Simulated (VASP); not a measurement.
# Be16B in VASP: further runs

Runs on Be16B. Level: PBE. Tasks: single point.

Everything below comes from runs of VASP 6.6.1. Logs are shortened: lines on timing, memory, paths and dates and some standing lists are left out, and cuts for length are marked.

**1. Starting point**

The cell holds a slab with vacuum, 17 atoms: a = 4.580 Å, b = 4.580 Å, c = 17.383 Å, α = 90.00°, β = 90.00°, γ = 60.00°.

The cell was built by a generator and needn't be a form met in nature.

**2. Single point, PBE**

INCAR reads:

```
PREC = Accurate
ENCUT = 520
EDIFF = 1E-6
ISMEAR = -1
SIGMA = 0.15
LREAL = Auto
LASPH = True
NELM = 100
ALGO = Fast
ISIF = 2
LWAVE = False
LCHARG = False
GGA = PE
NBANDS = 32
```

KPOINTS reads:

```
regular mesh
0
Gamma
  4 4 1
```

POSCAR reads:

```
Be16B
1.0
    4.5800000000      0.0000000000      0.0000000000
    2.2900000000      3.9663960000      0.0000000000
    0.0000000000      0.0000000000     17.3826450000
Be B
16 1
Direct
   -0.1666666667      0.3333333333      0.0575285867
    0.3333333333      0.3333333333      0.0575285867
   -0.1666666667      0.8333333333      0.0575285867
    0.3333333333      0.8333333333      0.0575285867
    0.0017623694      0.0018394532      0.1605978837
    0.4998908907     -0.0003464102      0.1608178732
   -0.0004693442      0.4999889068      0.1608126957
    0.5012135370      0.5012711792      0.1609336209
   -0.1727685980      0.3342633968      0.2642636377
    0.3296673054      0.3298291446      0.2638195741
   -0.1605336373      0.8397078859      0.2629659640
    0.3341670660      0.8273213265      0.2642825646
    0.0295961897      0.0297486686      0.3767370271
    0.5358295679     -0.0248512756      0.3618486139
   -0.0250429442      0.5360596874      0.3617979887
    0.4798916624      0.4800463696      0.3761939567
    0.2601329024      0.2605534092      0.4285162586
```

Potentials or basis: VASP PAW PBE potentials, release 64 (Be, B).

On the command line:

```sh
cat potpaw_PBE.64/Be/POTCAR potpaw_PBE.64/B/POTCAR > POTCAR
mpirun -np 1 vasp_std > vasp.out
```

OUTCAR:

```text
PREC = Accurate
   ENCUT = 520
   EDIFF = 1E-6
   ISMEAR = -1
   LREAL = Auto
   LASPH = True
   NELM = 100
   ISIF = 2
   GGA = PE

 ion  position               nearest neighbor table
   1  0.833  0.333  0.058-   5 2.22   8 2.23   7 2.23   3 2.29   3 2.29   4 2.29   4 2.29   2 2.29
                             2 2.29
   2  0.333  0.333  0.058-   6 2.23   7 2.23   8 2.24   4 2.29   3 2.29   4 2.29   3 2.29   1 2.29
                             1 2.29
   3  0.833  0.833  0.058-   7 2.23   6 2.23   5 2.24   1 2.29   1 2.29   2 2.29   2 2.29   4 2.29
                             4 2.29
   4  0.333  0.833  0.058-   5 2.22   8 2.23   6 2.23   2 2.29   1 2.29   2 2.29   1 2.29   3 2.29
                             3 2.29
   5  0.002  0.002  0.161-  11 2.20   1 2.22   4 2.22   9 2.23  12 2.23   3 2.24   7 2.28   6 2.28
                             8 2.29   8 2.29   6 2.30   7 2.30
   6  0.500  1.000  0.161-  10 2.22   4 2.23  11 2.23   3 2.23   2 2.23  12 2.24   5 2.28   8 2.28
                             7 2.29   7 2.29   8 2.30   5 2.30
   7  1.000  0.500  0.161-  10 2.22   1 2.23  11 2.23   3 2.23   2 2.23   9 2.24   5 2.28   8 2.28
                             6 2.29   6 2.29   8 2.30   5 2.30
   8  0.501  0.501  0.161-   9 2.21  12 2.21   4 2.23   1 2.23   2 2.24  10 2.25   7 2.28   6 2.28
                             5 2.29   5 2.29   6 2.30   7 2.30
   9  0.827  0.334  0.264-  15 2.19   8 2.21   5 2.23  11 2.24   7 2.24  12 2.26  10 2.29  10 2.29
                            13 2.31  12 2.32  11 2.34  16 2.39
  10  0.330  0.330  0.264-  15 2.21  14 2.21   7 2.22   6 2.22   8 2.25  16 2.29  12 2.29   9 2.29
                             9 2.29  11 2.29  12 2.29  11 2.29
  11  0.839  0.840  0.263-  15 2.10  14 2.10   5 2.20   6 2.23   7 2.23   9 2.24  12 2.24  10 2.29
                            10 2.29  12 2.34   9 2.34
  12  0.334  0.827  0.264-  14 2.19   8 2.21   5 2.23  11 2.24   6 2.24   9 2.26  10 2.29  10 2.29
                            13 2.31   9 2.32  11 2.34  16 2.39
  13  0.030  0.030  0.377-  17 2.04  14 2.22  15 2.22  12 2.31   9 2.31  16 2.32  16 2.32
  14  0.536  0.975  0.362-  17 1.73  15 2.01  11 2.10  12 2.19  16 2.21  10 2.21  13 2.22
  15  0.975  0.536  0.362-  17 1.73  14 2.01  11 2.10   9 2.19  16 2.21  10 2.21  13 2.22
  16  0.480  0.480  0.376-  17 1.97  14 2.21  15 2.21  10 2.29  13 2.32  13 2.32  12 2.39   9 2.39

  17  0.260  0.261  0.429-  15 1.73  14 1.73  16 1.97  13 2.04

  LATTYP: Found a hexagonal cell.
 ALAT       =     4.5799996975
 C/A-ratio  =     3.7953375869

  Lattice vectors:

 A1 = (  -2.2900000000,  -3.9663960000,   0.0000000000)
 A2 = (   4.5800000000,   0.0000000000,   0.0000000000)
 A3 = (   0.0000000000,   0.0000000000,  17.3826450000)

Analysis of symmetry for initial positions (statically):
=====================================================================
 Subroutine PRICEL returns:
[... 150 lines left out ...]
   NUPDOWN=      -1.0000    fix difference up-down
   EMIN   =  10.00;   EMAX   =-10.00  energy-range for DOS
   EFERMI =   0.00;   METHOD = LEGACY
   ISMEAR =    -1;   SIGMA  =   0.15  broadening in eV -4-tet -1-fermi 0-gaus
   EFERMI_NEDOS =   21; number of points for ismear=-14 and -15
   IALGO  =     68    algorithm
   IMIX   =      4    mixing-type and parameters
     AMIX     =   0.40;   BMIX     =  1.00
     AMIX_MAG =   1.60;   BMIX_MAG =  1.00
  volume/ion in A,a.u.               =      18.57       125.35
  Fermi-wavevector in a.u.,A,eV,Ry     =   0.786391  1.486063  8.413984  0.618410
  Thomas-Fermi vector in A             =   1.890920
   LORBIT       =      0    0 simple, 1 ext, 2 COOP (PROOUT), +10 PAW based schemes
   GGA     = PE    functional components
   LHFCALC =     F    Hartree Fock is set to
   AEXX    =    0.0000 exact exchange contribution
   IVDW    =     0    specifies the selected vdW correction
   LEPSILON=     F    determine dielectric tensor
   LRPA    =     F    only Hartree local field effects (RPA)
 non-spin polarized calculation
 RMM-DIIS sequential band-by-band and
  energy-cutoff  :      520.00
  volume of cell :      315.77
 maximum number of plane-waves:      8615
 NGX is ok and might be reduce to    36
   NGX = 17   NGY = 17   NGZ = 65

 number of electron      35.0000000 magnetization

 Free energy of the ion-electron system (eV)
  ---------------------------------------------------
  ext. energy  EPLUGINS =         0.00000000
  ---------------------------------------------------
  free energy    TOTEN  =       -60.79198217 eV

  energy without entropy =      -60.58067495  energy(sigma->0) =      -60.68632856

 E-fermi :   0.0203     XC(G=0):  -5.7368

 val. band max:       -0.1526168182   @ k =   0.2500   0.2500   0.0000
 cond. band min:       0.0865858455   @ k =  -0.2500   0.2500   0.0000
 fundamental gap:      0.2392026637
 Fermi energy:         0.0203413420

 k-point     1 :       0.0000    0.0000    0.0000
  band No.  band energies     occupation
      1     -10.5052      2.00000
      2      -9.3570      2.00000
      3      -7.6730      2.00000
      4      -5.7299      2.00000
      5      -4.2880      2.00000
      6      -4.1324      2.00000
[... 309 lines left out ...]
     28       4.9537      0.00000
     29       5.7490      0.00000
 [bands above 29 left out]

------------------------ aborting loop because EDIFF is reached ----------------------------------------

  FORCE on cell =-STRESS in cart. coord.  units (eV):
  Direction    XX          YY          ZZ          XY          YZ          ZX
  --------------------------------------------------------------------------------------
  -------------------------------------------------------------------------------------
  Total       -8.5342926     -2.7514361      0.1024144     -5.0037354     -0.0017965      0.0137184
  in kB      -43.3012767    -13.9602310      0.5196301    -25.3879425     -0.0091153      0.0696045
  external PRESSURE =     -18.9139592 kB  Pullay stress =       0.0000000 kB

 VOLUME and BASIS-vectors are now :
 -----------------------------------------------------------------------------
  energy-cutoff  :      520.00
  volume of cell :      315.77
      direct lattice vectors                 reciprocal lattice vectors
     4.580000000  0.000000000  0.000000000     0.218340611 -0.126059022  0.000000000
     2.290000000  3.966396000  0.000000000     0.000000000  0.252118044  0.000000000
     0.000000000  0.000000000 17.382645000     0.000000000  0.000000000  0.057528644

 POSITION                                       TOTAL-FORCE (eV/Angst)
 -----------------------------------------------------------------------------------
      4.58000      1.32213      1.00000        -0.013521      0.017294      0.001176
      2.29000      1.32213      1.00000         0.009568      0.005952      0.013103
      5.72500      3.30533      1.00000        -0.004080     -0.001585     -0.041009
      3.43500      3.30533      1.00000         0.008057     -0.019497      0.001496
      0.01228      0.00730      2.79162         0.000552     -0.000074      0.000074
      4.57871      3.96502      2.79544        -0.000781     -0.000576      0.004121
[... 9 lines left out ...]
      3.29721      1.90405      6.53925         0.013526      0.007840      0.001192
      1.78808      1.03346      7.44875         0.002760      0.001053      0.018067
 -----------------------------------------------------------------------------------
    total drift:                                0.001370      0.000929     -0.001830

  FREE ENERGIE OF THE ION-ELECTRON SYSTEM (eV)
  ---------------------------------------------------
  free  energy   TOTEN  =       -60.7919821653 eV

  energy  without entropy=      -60.5806749488  energy(sigma->0) =      -60.68632856
```

OSZICAR:

```text
N       E                     dE             d eps       ncg     rms          rms(c)
DAV:   1     0.904857233950E+02    0.90486E+02   -0.11837E+04   640   0.823E+02
DAV:   2    -0.557809859277E+02   -0.14627E+03   -0.13762E+03   848   0.164E+02
DAV:   3    -0.644320305623E+02   -0.86510E+01   -0.83420E+01   840   0.360E+01
[... 12 lines left out ...]
RMM:  16    -0.607917345153E+02   -0.24327E-03   -0.75688E-05   813   0.208E-02    0.434E-03
RMM:  17    -0.607919455739E+02   -0.21106E-03   -0.27775E-05   760   0.136E-02    0.201E-03
RMM:  18    -0.607919746938E+02   -0.29120E-04   -0.84722E-06   684   0.698E-03    0.896E-04
RMM:  19    -0.607919818560E+02   -0.71622E-05   -0.20822E-06   624   0.373E-03    0.329E-04
RMM:  20    -0.607919821653E+02   -0.30927E-06   -0.48455E-07   540   0.182E-03
   1 F= -.60791982E+02 E0= -.60686329E+02  d E =-.211307E+00
```

It took 5.9 min on 1 thread of Intel Xeon Platinum 8375C at 2.90GHz (Ice Lake), shared host; peak memory 0.44 GiB.

What came out:

| Quantity | Value |
| --- | --- |
| Free energy | -60.7920 eV |
| Largest force | 0.041 eV/Å |
| Band gap on the k mesh | none (metal or under the smearing width) |

Forces in eV/Å, atoms in the order of the input:
```
Be  -0.014  0.017  0.001
Be   0.010  0.006  0.013
Be  -0.004 -0.002 -0.041
Be   0.008 -0.019  0.001
Be   0.001  0.000  0.000
Be  -0.001 -0.001  0.004
Be   0.000  0.000  0.004
Be  -0.003 -0.001  0.001
Be  -0.001  0.003  0.003
Be   0.000  0.000 -0.004
Be  -0.003 -0.002  0.004
Be   0.002 -0.002  0.003
Be  -0.011 -0.006  0.000
Be   0.008 -0.015 -0.005
Be  -0.009  0.014 -0.004
Be   0.014  0.008  0.001
B    0.003  0.001  0.018
```

Caveat: the k mesh is coarse (spacing up to 0.40 Å⁻¹), so the values aren't converged.

**3. Single point, PBE**

INCAR reads:

```
PREC     = Accurate       # precision mode
ENCUT    = 520            # plane-wave cutoff, eV
EDIFF    = 1E-6           # SCF threshold, eV
ISMEAR   = -1             # smearing method
SIGMA    = 0.15           # smearing width, eV
LREAL    = Auto         
LASPH    = True           # aspherical terms in the spheres
NELM     = 100            # most SCF steps
ALGO     = Normal         # electronic algorithm
ISIF     = 2              # what is computed and relaxed
LWAVE    = False          # write WAVECAR
LCHARG   = False          # write CHGCAR
GGA      = PE             # functional
NBANDS   = 32             # bands
```

KPOINTS reads:

```
Automatic mesh
0
Gamma
  4 4 1
```

POSCAR reads:

```
Be16B
1.0
    4.5800000000      0.0000000000      0.0000000000
    2.2900000000      3.9663960000      0.0000000000
    0.0000000000      0.0000000000     17.3826450000
Be B
16 1
Direct
   -0.1666666667      0.3333333333      0.0575285867
    0.3333333333      0.3333333333      0.0575285867
   -0.1666666667      0.8333333333      0.0575285867
    0.3333333333      0.8333333333      0.0575285867
    0.0024052403      0.0036310041      0.1607291641
    0.4995959896      0.0030992871      0.1612610164
   -0.0009135153      0.5045938429      0.1601104435
    0.5001375293      0.5058559458      0.1611220272
   -0.1675733322      0.3340309440      0.2625636662
    0.3291274961      0.3416423877      0.2644088975
   -0.1670359360      0.8499605183      0.2621951377
    0.3384900508      0.8372845273      0.2667864988
    0.0356247239      0.0132064474      0.3808889844
    0.5170344578      0.0078476783      0.3703103872
   -0.0366857691      0.5360959924      0.3569673660
    0.4999550326      0.4984956116      0.3720318168
    0.2482734728      0.3581674649      0.4317761192
```

Potentials or basis: VASP PAW PBE potentials, release 64 (Be, B).

On the command line:

```sh
cat potpaw_PBE.64/Be/POTCAR potpaw_PBE.64/B/POTCAR > POTCAR
mpirun -np 1 vasp_std > vasp.out
```

Run time: 5.8 min. Hardware: 1 thread of Intel Xeon Platinum 8375C at 2.90GHz (Ice Lake), shared host; peak memory 0.41 GiB.

The run converged. Its results:

```
Free energy            : -60.6244 eV
Largest force          : 0.327 eV/Å
Band gap on the k mesh : none (metal or under the smearing width)
```

Forces on the atoms (eV/Å):
```
Be  -0.028  0.030 -0.022
Be   0.067  0.007  0.014
Be   0.005  0.089 -0.032
Be   0.041  0.028  0.028
Be   0.000  0.005  0.003
Be  -0.002  0.003  0.003
Be  -0.002 -0.003  0.009
Be   0.001 -0.002  0.002
Be  -0.008  0.018  0.010
Be  -0.012 -0.010 -0.003
Be   0.009  0.001  0.010
Be  -0.013 -0.006 -0.009
Be   0.091  0.122 -0.015
Be   0.045 -0.088 -0.080
Be   0.033  0.082 -0.002
Be  -0.079  0.013  0.042
B   -0.148 -0.289  0.043
```

Levels at points of the mesh, in eV from the Fermi level:
```tsv
k point	band 14	band 15	band 16	band 17	band 18	band 19	band 20	band 21
(0.00, 0.00, 0.00)	-2.49	-1.92	-1.89	-1.85	-0.89	0.20	0.42	1.93
(0.50, 0.00, 0.00)	-1.93	-0.83	-0.54	-0.30	0.22	1.01	1.47	2.28
(0.50, 0.50, 0.00)	-1.84	-0.79	-0.57	-0.30	0.34	0.87	1.58	2.27
(0.00, 0.50, 0.00)	-1.87	-0.81	-0.57	-0.32	0.33	0.88	1.45	2.40
```

Caveat: the k mesh is coarse (spacing up to 0.40 Å⁻¹), so the values aren't converged.

**4. Single point, PBE**

INCAR reads:

```
PREC = Accurate
ENCUT = 520
EDIFF = 1E-6
ISMEAR = -1
SIGMA = 0.15
LREAL = Auto
LASPH = True
NELM = 100
ALGO = Normal
ISIF = 2
LWAVE = False
LCHARG = False
GGA = PE
NBANDS = 32
```

KPOINTS is that of step 3.

POSCAR reads:

```
Be16B
1.0
    4.5800000000      0.0000000000      0.0000000000
    2.2900000000      3.9663960000      0.0000000000
    0.0000000000      0.0000000000     17.3826450000
Be B
16 1
Direct
   -0.1666666667      0.3333333333      0.0575285867
    0.3333333333      0.3333333333      0.0575285867
   -0.1666666667      0.8333333333      0.0575285867
    0.3333333333      0.8333333333      0.0575285867
    0.0022378898     -0.0002478320      0.1607386563
    0.5003547655     -0.0000108411      0.1610372875
   -0.0008897608      0.5027170762      0.1603316987
    0.4994970660      0.5032543397      0.1612649283
   -0.1658114547      0.3264416866      0.2627646138
    0.3290223496      0.3418430737      0.2641959265
   -0.1696475946      0.8439074162      0.2628067248
    0.3371454212      0.8378855767      0.2662303694
    0.0354637139     -0.0473230610      0.3799830808
    0.4917110165      0.0272163949      0.3734954606
   -0.0335918599      0.5049631958      0.3579620363
    0.5257760447      0.4903902686      0.3679129385
    0.2495668518      0.4423579996      0.4305161844
```

On the command line:

```sh
cat potpaw_PBE.64/Be/POTCAR potpaw_PBE.64/B/POTCAR > POTCAR
mpirun -np 1 vasp_std > vasp.out
```

Run time: 6.2 min. Hardware: 1 thread of Intel Xeon Platinum 8375C at 2.90GHz (Ice Lake), shared host; peak memory 0.42 GiB.

Results (log left out):

```
Free energy            : -60.7207 eV
Largest force          : 0.362 eV/Å
Band gap on the k mesh : none (metal or under the smearing width)
```

Forces on the atoms (eV/Å):
```
Be  -0.027  0.016 -0.031
Be   0.047  0.003  0.016
Be  -0.007  0.054 -0.014
Be   0.028  0.010  0.027
Be  -0.011 -0.014  0.005
Be  -0.007 -0.012 -0.004
Be  -0.007 -0.009  0.009
Be  -0.009 -0.011  0.008
Be  -0.007 -0.034  0.006
Be  -0.002  0.002  0.002
Be  -0.023 -0.029  0.019
Be  -0.006  0.000 -0.003
Be  -0.140 -0.223 -0.012
Be  -0.067  0.057  0.049
Be  -0.049 -0.111  0.017
Be   0.117 -0.020 -0.085
B    0.169  0.320 -0.010
```

Levels at points of the mesh, in eV from the Fermi level:
```csv
k point,band 13,band 14,band 15,band 16,band 17,band 18,band 19,band 20,band 21,band 22
"(0.00, 0.00, 0.00)",-2.56,-2.44,-1.90,-1.88,-1.87,-1.02,0.31,0.47,1.86,2.40
"(0.50, 0.00, 0.00)",-2.25,-1.91,-0.82,-0.56,-0.32,0.26,1.03,1.33,2.42,2.69
"(0.50, 0.50, 0.00)",-2.30,-1.88,-0.81,-0.59,-0.33,0.31,0.94,1.33,2.44,2.72
"(0.00, 0.50, 0.00)",-2.31,-1.84,-0.78,-0.56,-0.29,0.35,0.90,1.66,2.20,2.55
```

Caveat: the k mesh is coarse (spacing up to 0.40 Å⁻¹), so the values aren't converged.
